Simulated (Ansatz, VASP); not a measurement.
**La2O3 in two plane-wave programs**

Aim: how closely do two programs agree when they are given the same cell, functional and k mesh? The cell is taken from a series of runs on this material, whose earlier steps may have relaxed, scaled, displaced or heated it; both programs get it as it stands.

Program: Ansatz 0.2.0. Level of theory: plane waves, with VASP 6.6.1 beside it; zone-centre phonons at LDA. Results are calculated unless marked as measured.

### 1. Starting point

Symmetry: P-3m1, No. 164, trigonal system. Conventional cell: a = 3.903 Å, b = 3.903 Å, c = 5.832 Å, α = 90.00°, β = 90.00°, γ = 120.00°. O has 4 La at 2.34 to 2.37 Å nearest. Nearest to O lie 6 La at 2.66 Å. Nearest to La lie 7 O at 2.34 to 2.66 Å. Farther neighbours and most contacts between anions are not listed.

As a file:

```cif
data_structure
_symmetry_space_group_name_H-M 'P-3m1'
_symmetry_Int_Tables_number 164
_cell_length_a 3.9033
_cell_length_b 3.9033
_cell_length_c 5.8317
_cell_angle_alpha 90.000
_cell_angle_beta 90.000
_cell_angle_gamma 120.000
_cell_volume 76.95
loop_
_atom_site_label
_atom_site_type_symbol
_atom_site_symmetry_multiplicity
_atom_site_Wyckoff_symbol
_atom_site_fract_x
_atom_site_fract_y
_atom_site_fract_z
_atom_site_occupancy
O1 O 2 d 0.66667 0.33333 0.35068 1
O2 O 1 a 0.00000 0.00000 0.00000 1
La1 La 2 d 0.66667 0.33333 0.75791 1
```

### 2. VASP: zone-centre phonons, LDA

Second derivatives magnify differences that forces hide, and they need a tight electronic threshold.

Lines of VASP's logs that name or quote its potential files are left out, and so is its time.

INCAR reads:

```
SYSTEM = La2O3
PREC = Accurate
ENCUT = 600
EDIFF = 1E-08
NELM = 200
ISMEAR = 0
SIGMA = 0.01
LREAL = .FALSE.
ALGO = Normal
GGA = CA
NBANDS = 26
LASPH = .TRUE.
LORBIT = 11
LWAVE = .FALSE.
LCHARG = .FALSE.
ISIF = 2
IBRION = 8
LEPSILON = .TRUE.
GGA_COMPAT = .FALSE.
EFERMI = MIDGAP
LMAXMIX = 6
KPAR = 2
```

POSCAR reads:

```
La2O3
1.0
    3.9032621698      0.0000000000      0.0000000000
   -1.9516310849      3.3803241967      0.0000000000
    0.0000000000      0.0000000000      5.8317102954
O La
3 2
Direct
    0.6666666793      0.3333333207      0.3506753690
    0.3333333207      0.6666666793      0.6493246310
    0.0000000000      0.0000000000      0.0000000000
    0.6666666646      0.3333333354      0.7579146031
    0.3333333354      0.6666666646      0.2420853969
```

KPOINTS reads:

```
Automatic mesh
0
Gamma
9 9 4
0 0 0
```

PAW data sets: O and La (LDA family, release 64).

Started as:

```
mpirun -np 2 vasp_std
```

Numbers of over 12 decimals in the logs are rounded to 6 here.

Output:

```text
[banner, memory and clock lines left out]
running    2 mpi-ranks, on    1 nodes
 distrk:  each k-point on    1 cores,    2 groups
 distr:  one band on    1 cores,    1 groups

 POSCAR found type information on POSCAR O La
 POSCAR found :  2 types and       5 ions
 LDA part: xc-table for (Slater(with rela. corr.)+CA(PZ))
 , standard interpolation
 POSCAR, INCAR and KPOINTS ok, starting setup
 FFT: planning ... GRIDC
 FFT: planning ... GRID_SOFT
 FFT: planning ... GRID
 WAVECAR not read
 entering main loop
       N       E                     dE             d eps       ncg     rms          rms(c)
DAV:   1     0.482760175103E+03    0.48276E+03   -0.17135E+04  2324   0.270E+03
DAV:   2     0.877613083766E+02   -0.39500E+03   -0.38329E+03  3084   0.392E+02
DAV:   3    -0.336689591888E+02   -0.12143E+03   -0.11857E+03  3880   0.214E+02
DAV:   4    -0.504023614705E+02   -0.16733E+02   -0.16708E+02  3872   0.838E+01
DAV:   5    -0.514277090629E+02   -0.10253E+01   -0.10248E+01  3896   0.243E+01    0.148E+01
DAV:   6    -0.461415014258E+02    0.52862E+01   -0.47750E+01  3536   0.409E+01    0.774E+00
DAV:   7    -0.459934357686E+02    0.14807E+00   -0.52022E+00  4360   0.225E+01    0.360E+00
DAV:   8    -0.459137354799E+02    0.79700E-01   -0.58901E-01  3864   0.631E+00    0.117E+00
DAV:   9    -0.458955137367E+02    0.18222E-01   -0.90573E-02  4008   0.235E+00    0.356E-01
DAV:  10    -0.458962921113E+02   -0.77837E-03   -0.24477E-02  3824   0.107E+00    0.173E-01
DAV:  11    -0.458966209019E+02   -0.32879E-03   -0.80154E-03  4168   0.664E-01    0.130E-01
DAV:  12    -0.458964253901E+02    0.19551E-03   -0.28124E-03  3752   0.324E-01    0.393E-02
DAV:  13    -0.458964472428E+02   -0.21853E-04   -0.80188E-04  4024   0.192E-01    0.327E-02
DAV:  14    -0.458964285477E+02    0.18695E-04   -0.14939E-04  3944   0.107E-01    0.501E-03
DAV:  15    -0.458964294524E+02   -0.90465E-06   -0.85636E-06  3384   0.221E-02    0.231E-03
DAV:  16    -0.458964295296E+02   -0.77223E-07   -0.11326E-06  4408   0.915E-03    0.752E-04
DAV:  17    -0.458964295332E+02   -0.36193E-08   -0.61277E-08  3184   0.192E-03
   1 F= -.45896430E+02 E0= -.45896430E+02  d E =0.000000E+00
 Linear response reoptimize wavefunctions to high precision
DAV:   1    -0.458964295310E+02    0.22551E-08   -0.21299E-08  3448   0.135E-03
DAV:   2    -0.458964295313E+02   -0.26375E-09   -0.19403E-09  2312   0.596E-04
DAV:   3    -0.458964295313E+02   -0.88221E-10   -0.58285E-10  2256   0.434E-04
 Linear response G [H, r] |phi>, progress :
  Direction:   1
       N       E                     dE             d eps       ncg     rms
 LRF_COMMUTATOR internal error: the vector H(1)-e(1) S(1) |phi(0)> is not orthog
 onal to |phi(0)> (-1.106073480367405E-004,-9.146329527087715E-015)
RMM:   1    -0.164269692462E+03   -0.16427E+03    0.53856E+02  3510   0.314E+02
 LRF_COMMUTATOR internal error: the vector H(1)-e(1) S(1) |phi(0)> is not orthog
 onal to |phi(0)> (-1.106073480367405E-004,-9.146329527087715E-015)
RMM:   2    -0.126303962632E+03    0.37966E+02   -0.11731E+02  3726   0.105E+02
 LRF_COMMUTATOR internal error: the vector H(1)-e(1) S(1) |phi(0)> is not orthog
 onal to |phi(0)> (-1.106073480367405E-004,-9.146329527087715E-015)
RMM:   3    -0.137594643186E+03   -0.11291E+02   -0.91944E+01  5267   0.377E+01
RMM:   4    -0.139569041807E+03   -0.19744E+01   -0.10522E+01  5713   0.148E+01
RMM:   5    -0.140302096801E+03   -0.73305E+00   -0.34219E+00  5850   0.710E+00
RMM:   6    -0.140557860688E+03   -0.25576E+00   -0.10659E+00  5814   0.425E+00
RMM:   7    -0.140639290865E+03   -0.81430E-01   -0.37804E-01  5717   0.243E+00
RMM:   8    -0.140668975508E+03   -0.29685E-01   -0.13996E-01  5524   0.154E+00
RMM:   9    -0.140679939034E+03   -0.10964E-01   -0.64151E-02  5452   0.981E-01
RMM:  10    -0.140684679748E+03   -0.47407E-02   -0.25267E-02  5335   0.680E-01
RMM:  11    -0.140686423931E+03   -0.17442E-02   -0.11587E-02  5123   0.489E-01
RMM:  12    -0.140687069567E+03   -0.64564E-03   -0.23402E-03  5094   0.375E-01
RMM:  13    -0.140687434378E+03   -0.36481E-03    0.11189E-03  4929   0.314E-01
RMM:  14    -0.140687671038E+03   -0.23666E-03   -0.20620E-03  4931   0.272E-01
RMM:  15    -0.140687782328E+03   -0.11129E-03   -0.37462E-03  4911   0.252E-01
RMM:  16    -0.140687741505E+03    0.40823E-04   -0.19242E-03  4937   0.242E-01
RMM:  17    -0.140687742173E+03   -0.66869E-06   -0.21244E-03  4925   0.233E-01
RMM:  18    -0.140687758572E+03   -0.16399E-04   -0.19004E-03  4931   0.228E-01
RMM:  19    -0.140687784683E+03   -0.26111E-04   -0.15941E-03  4957   0.225E-01
 Linear response G [H, r] |phi>, progress :
  Direction:   2
       N       E                     dE             d eps       ncg     rms
 LRF_COMMUTATOR internal error: the vector H(1)-e(1) S(1) |phi(0)> is not orthog
 onal to |phi(0)> (1.716271328440766E-004,-8.350958813352349E-015)
 LRF_COMMUTATOR internal error: the vector H(1)-e(1) S(1) |phi(0)> is not orthog
 onal to |phi(0)> (-1.396376577484232E-004,2.154873501858390E-014)
[...]
RMM:  11    -0.360505990041E+00   -0.50897E-06   -0.42585E-06 12267   0.577E-03    0.427E-04
RMM:  12    -0.360506343735E+00   -0.35369E-06   -0.30516E-06 11613   0.526E-03    0.217E-04
RMM:  13    -0.360504474876E+00    0.18689E-05   -0.20500E-06 11807   0.452E-03    0.161E-04
[...]
RMM:   7    -0.369385202147E+00   -0.33426E-05   -0.47789E-05  5346   0.241E-02    0.353E-03
RMM:   8    -0.369400177018E+00   -0.14975E-04   -0.10739E-05  5204   0.157E-02    0.153E-03
RMM:   9    -0.369398281145E+00    0.18959E-05   -0.32424E-06  5409   0.950E-03    0.453E-04
RMM:  10    -0.369399836681E+00   -0.15555E-05   -0.65386E-07  5270   0.669E-03    0.408E-04
RMM:  11    -0.369399616809E+00    0.21987E-06   -0.47469E-07  5336   0.480E-03    0.302E-04
RMM:  12    -0.369398599200E+00    0.10176E-05   -0.15653E-08  5022   0.430E-03    0.749E-05
RMM:  13    -0.369398650943E+00   -0.51743E-07    0.18938E-07  5154   0.363E-03    0.553E-05
RMM:  14    -0.369398722780E+00   -0.71838E-07    0.33903E-07  4955   0.343E-03    0.342E-05
[...]
RMM:  18    -0.369398811325E+00   -0.20483E-07   -0.68584E-07  4956   0.301E-03    0.204E-05
RMM:  19    -0.369398815480E+00   -0.41556E-08   -0.97963E-07  5006   0.297E-03    0.344E-05
RMM:  20    -0.369398802840E+00    0.12640E-07   -0.65852E-07  4976   0.297E-03    0.422E-05
RMM:  21    -0.369398789373E+00    0.13467E-07   -0.85446E-07  4994   0.296E-03    0.352E-05
RMM:  22    -0.369398772548E+00    0.16825E-07   -0.64412E-07  5001   0.296E-03    0.256E-05
RMM:  23    -0.369398764896E+00    0.76521E-08   -0.57511E-07  5024   0.296E-03    0.237E-05
RMM:  24    -0.369398758896E+00    0.60001E-08   -0.51776E-07  5029   0.297E-03    0.220E-05
RMM:  25    -0.369398755657E+00    0.32385E-08   -0.44237E-07  5041   0.297E-03    0.240E-05
 first order change of Fermi-energy  -0.10436E-03
 force on displaced ion       3 direction 3 :   0.000   0.000  -6.052
 Born effective charge ion    3 direction 3 :   0.000   0.000  -2.529
 Linear response progress:
  Degree of freedom:   5/  6
       N       E                     dE             d eps       ncg     rms          rms(c)
RMM:   1    -0.219147752901E+00   -0.21915E+00   -0.17470E+00 12134   0.428E+01
RMM:   2    -0.246196237519E+00   -0.27048E-01   -0.86528E-02 14307   0.264E+00    0.149E-01
RMM:   3    -0.250774096854E+00   -0.45779E-02   -0.30938E-02 20423   0.826E-01    0.103E-01
RMM:   4    -0.251624523751E+00   -0.85043E-03   -0.51153E-03 22248   0.330E-01    0.781E-02
RMM:   5    -0.252858904985E+00   -0.12344E-02   -0.15332E-03 20502   0.234E-01    0.139E-02
RMM:   6    -0.253062941321E+00   -0.20404E-03   -0.96157E-04 23517   0.122E-01    0.104E-02
RMM:   7    -0.253077992510E+00   -0.15051E-04   -0.44654E-04 22819   0.799E-02    0.959E-03
RMM:   8    -0.253202373163E+00   -0.12438E-03   -0.33150E-04 23133   0.508E-02    0.326E-03
RMM:   9    -0.253254705820E+00   -0.52333E-04   -0.36274E-04 22024   0.368E-02    0.308E-03
RMM:  10    -0.253292717580E+00   -0.38012E-04   -0.35680E-04 22538   0.266E-02    0.185E-03
RMM:  11    -0.253329687365E+00   -0.36970E-04   -0.30197E-04 21572   0.211E-02    0.683E-04
RMM:  12    -0.253320455458E+00    0.92319E-05   -0.25586E-04 21857   0.159E-02    0.453E-04
RMM:  13    -0.253323038694E+00   -0.25832E-05   -0.20861E-04 20950   0.133E-02    0.696E-04
RMM:  14    -0.253336295234E+00   -0.13257E-04   -0.17755E-04 21009   0.112E-02    0.136E-04
[...]
RMM:  20    -0.253346185227E+00    0.55459E-06   -0.64018E-05 19957   0.698E-03    0.117E-04
RMM:  21    -0.253345916166E+00    0.26906E-06   -0.54341E-05 19860   0.677E-03    0.211E-04
RMM:  22    -0.253345237643E+00    0.67852E-06   -0.46851E-05 19734   0.659E-03    0.335E-04
RMM:  23    -0.253345361728E+00   -0.12408E-06   -0.40068E-05 19714   0.651E-03    0.375E-04
RMM:  24    -0.253345354952E+00    0.67751E-08   -0.34335E-05 19517   0.643E-03    0.417E-04
RMM:  25    -0.253345808837E+00   -0.45388E-06   -0.29572E-05 19574   0.638E-03    0.415E-04
RMM:  26    -0.253345707000E+00    0.10184E-06   -0.25377E-05 19422   0.636E-03    0.451E-04
RMM:  27    -0.253345713294E+00   -0.62939E-08   -0.22183E-05 19488   0.634E-03    0.479E-04
 first order change of Fermi-energy   0.63954E-05
 force on displaced ion       4 direction 1 :  -6.994   0.000   0.004
 Born effective charge ion    4 direction 1 :   4.230   0.000  -0.000
 Linear response progress:
  Degree of freedom:   6/  6
       N       E                     dE             d eps       ncg     rms          rms(c)
RMM:   1    -0.271324496289E+00   -0.27132E+00   -0.15333E+00  3081   0.412E+01
RMM:   2    -0.299331821453E+00   -0.28007E-01   -0.90743E-02  3611   0.295E+00    0.156E-01
RMM:   3    -0.304573082874E+00   -0.52413E-02   -0.36024E-02  4751   0.949E-01    0.120E-01
RMM:   4    -0.305425918097E+00   -0.85284E-03   -0.52253E-03  5398   0.366E-01    0.953E-02
RMM:   5    -0.306671547366E+00   -0.12456E-02   -0.23385E-03  4521   0.329E-01    0.293E-02
RMM:   6    -0.306833517839E+00   -0.16197E-03   -0.11780E-03  5826   0.143E-01    0.191E-02
RMM:   7    -0.307034465261E+00   -0.20095E-03   -0.46522E-04  5520   0.107E-01    0.181E-02
RMM:   8    -0.307097977831E+00   -0.63513E-04   -0.18816E-04  5549   0.694E-02    0.103E-02
RMM:   9    -0.307169231597E+00   -0.71254E-04   -0.11643E-04  5804   0.398E-02    0.695E-03
RMM:  10    -0.307251158641E+00   -0.81927E-04   -0.40751E-05  5347   0.324E-02    0.334E-03
RMM:  11    -0.307282122615E+00   -0.30964E-04   -0.36581E-05  5623   0.217E-02    0.896E-04
RMM:  12    -0.307298627069E+00   -0.16504E-04    0.41002E-07  5491   0.165E-02    0.467E-04
RMM:  13    -0.307290883878E+00    0.77432E-05   -0.41765E-06  5403   0.130E-02    0.939E-04
RMM:  14    -0.307292182814E+00   -0.12989E-05   -0.15593E-06  5203   0.113E-02    0.110E-03
[...]
RMM:  24    -0.307307849476E+00   -0.11667E-05    0.63759E-07  5058   0.771E-03    0.691E-05
RMM:  25    -0.307307952938E+00   -0.10346E-06    0.28419E-07  5036   0.774E-03    0.660E-05
RMM:  26    -0.307307896859E+00    0.56079E-07    0.45028E-07  5074   0.772E-03    0.485E-05
RMM:  27    -0.307307967173E+00   -0.70314E-07    0.18479E-07  5041   0.777E-03    0.491E-05
RMM:  28    -0.307307910092E+00    0.57081E-07    0.54331E-07  5071   0.776E-03    0.375E-05
RMM:  29    -0.307307934853E+00   -0.24760E-07   -0.28000E-07  5062   0.781E-03    0.357E-05
RMM:  30    -0.307307925172E+00    0.96802E-08   -0.48821E-07  5125   0.782E-03    0.350E-05
RMM:  31    -0.307307884715E+00    0.40458E-07   -0.48355E-07  5134   0.786E-03    0.407E-05
 first order change of Fermi-energy   0.12174E+00
 force on displaced ion       4 direction 3 :  -0.000  -0.000 -14.097
 Born effective charge ion    4 direction 3 :   0.000   0.000   3.917
 Born effective charges drift removed
 Linear response finished
```

[end of part 1 of 3]

[Lines on the potential files, build, host, timing and source positions are cut from VASP's logs without a mark.]

[Logs are printed without paths, hosts, clocks, repeated set-up lines and the standing remarks that a program may print on its own settings, such as how far it seeks lower states.]

[Hosts, paths, dates, database ids (printed as entryN), source tags and the programs' standing remarks are cut or masked in the printed files.]
